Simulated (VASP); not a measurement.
OSZICAR of a VASP run on Nb3Sn (A15):

OSZICAR:
```
       N       E                     dE             d eps       ncg     rms          rms(c)
DAV:   1     0.191276610166E+04    0.19128E+04   -0.49338E+04  2586   0.224E+03
DAV:   2     0.212919629267E+03   -0.16998E+04   -0.16679E+04  2752   0.897E+02
DAV:   3    -0.453691487580E+02   -0.25829E+03   -0.24786E+03  3399   0.292E+02
DAV:   4    -0.781458346879E+02   -0.32777E+02   -0.31860E+02  3944   0.904E+01
DAV:   5    -0.809713915695E+02   -0.28256E+01   -0.27949E+01  4656   0.239E+01    0.193E+01
DAV:   6    -0.784586636501E+02    0.25127E+01   -0.89566E+00  3856   0.156E+01    0.677E+00
DAV:   7    -0.781865715605E+02    0.27209E+00   -0.18140E+00  4016   0.719E+00    0.255E+00
DAV:   8    -0.781811035090E+02    0.54681E-02   -0.23490E-01  4160   0.249E+00    0.588E-01
DAV:   9    -0.781825325981E+02   -0.14291E-02   -0.36029E-02  4352   0.111E+00    0.318E-01
DAV:  10    -0.781827105490E+02   -0.17795E-03   -0.51074E-03  3840   0.339E-01    0.554E-02
DAV:  11    -0.781826821403E+02    0.28409E-04   -0.52622E-04  4048   0.137E-01    0.231E-02
DAV:  12    -0.781826809061E+02    0.12342E-05   -0.49781E-05  4080   0.385E-02    0.618E-03
DAV:  13    -0.781826806064E+02    0.29968E-06   -0.65326E-06  2736   0.148E-02
   1 F= -.69524002E+02 E0= -.69522419E+02  d E =-.695240E+02
       N       E                     dE             d eps       ncg     rms          rms(c)
DAV:   1    -0.826454991412E+02   -0.44628E+01   -0.20306E+02  2557   0.125E+02    0.188E+01
DAV:   2    -0.787855083608E+02    0.38600E+01   -0.20838E+01  3193   0.411E+01    0.930E+00
DAV:   3    -0.771414877578E+02    0.16440E+01   -0.99898E+00  3746   0.219E+01    0.673E+00
DAV:   4    -0.771647176437E+02   -0.23230E-01   -0.11573E+00  3489   0.654E+00    0.295E+00
DAV:   5    -0.772071891430E+02   -0.42471E-01   -0.21904E-01  4042   0.241E+00    0.145E+00
DAV:   6    -0.772238326505E+02   -0.16644E-01   -0.44981E-02  4312   0.926E-01    0.612E-01
DAV:   7    -0.772293861573E+02   -0.55535E-02   -0.18281E-02  4475   0.521E-01    0.235E-01
DAV:   8    -0.772296371657E+02   -0.25101E-03   -0.16057E-03  3792   0.209E-01    0.822E-02
DAV:   9    -0.772296324165E+02    0.47492E-05   -0.40312E-04  3888   0.103E-01    0.125E-02
DAV:  10    -0.772296341977E+02   -0.17812E-05   -0.26792E-05  4120   0.291E-02    0.131E-02
DAV:  11    -0.772296343350E+02   -0.13730E-06   -0.24278E-06  2184   0.107E-02
   2 F= -.69246793E+02 E0= -.69246725E+02  d E =0.277209E+00
       N       E                     dE             d eps       ncg     rms          rms(c)
DAV:   1    -0.805636268960E+02   -0.33340E+01   -0.10464E+02  2565   0.948E+01    0.112E+01
DAV:   2    -0.789341629325E+02    0.16295E+01   -0.11303E+01  3338   0.275E+01    0.691E+00
DAV:   3    -0.779969314673E+02    0.93723E+00   -0.59471E+00  3795   0.162E+01    0.366E+00
DAV:   4    -0.779977237919E+02   -0.79232E-03   -0.71882E-01  3587   0.450E+00    0.143E+00
DAV:   5    -0.780246539970E+02   -0.26930E-01   -0.86015E-02  4128   0.159E+00    0.125E+00
DAV:   6    -0.780342062415E+02   -0.95522E-02   -0.28083E-02  3730   0.785E-01    0.463E-01
DAV:   7    -0.780373829980E+02   -0.31768E-02   -0.15261E-02  4624   0.467E-01    0.788E-02
DAV:   8    -0.780374233428E+02   -0.40345E-04   -0.14966E-03  3771   0.198E-01    0.527E-02
DAV:   9    -0.780374056357E+02    0.17707E-04   -0.10562E-04  4288   0.587E-02    0.166E-02
DAV:  10    -0.780374035419E+02    0.20938E-05   -0.23664E-05  3793   0.236E-02    0.396E-03
DAV:  11    -0.780374036064E+02   -0.64487E-07   -0.11472E-06  1832   0.801E-03
   3 F= -.69576768E+02 E0= -.69575872E+02  d E =-.527657E-01
```

### Question
Which electronic solver shows in the log?

### Answer
It is blocked Davidson (ALGO = Normal, or the opening steps of other solvers). The INCAR had ALGO = Normal.

### Question
Can the final energy be trusted as converged?

### Answer
Self-consistency was reached. It stopped with EDIFF = 1E-6, NELM = 100, NSW = 40 and EDIFFG = -0.02 after 3 ionic steps (LDA (Ceperley-Alder, Perdew-Zunger), plane waves, VASP's LDA PAW potentials (set 64)). Energy and stress use the plane-wave basis of the starting cell.

The compound is Nb3Sn in the A15 structure. This run relaxes it under an external pressure of 10 GPa. Symmetry was kept, so distortions that lower it aren't found.
